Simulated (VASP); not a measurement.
Consider the following.

```
CELL_PARAMETERS angstrom
     -2.87288     2.87288     4.82646
      2.87288    -2.87288     4.82646
      2.87288     2.87288    -4.82646
ATOMIC_POSITIONS crystal
  Ge 0.75000 0.25000 0.50000
  Ge 0.00000 0.00000 0.00000
  Se 0.62115 0.62500 0.49615
  Se 0.37500 0.87115 0.99615
  Se 0.12885 0.12500 0.50385
  Se 0.87500 0.37885 0.00385
```

Level of theory: PBEsol GGA, VASP's PBE PAW potentials (set 64) (plane waves; VASP). Numerical set-up: 400 eV cut-off, 6×6×6 Γ-centred mesh, tetrahedra with Blöchl corrections, potentials Ge_d Se.

Q: Predict the energy per atom (σ→0), band gap (on the k-mesh) with the smallest direct gap where there is one.

A: 
| Property | Value |
|---|---|
| band gap (on the k-mesh) | 1.28 eV |
| smallest direct gap (on the k-mesh) | 1.59 eV |
| energy per atom (σ→0) | -4.434 eV/atom |

Only differences to runs with the same potentials and settings are physical.

The structure comes from a computed database's GeSe2 entry (I-42d); how it stands against other phases isn't given here. It was relaxed first, which changed the volume by -6 %.
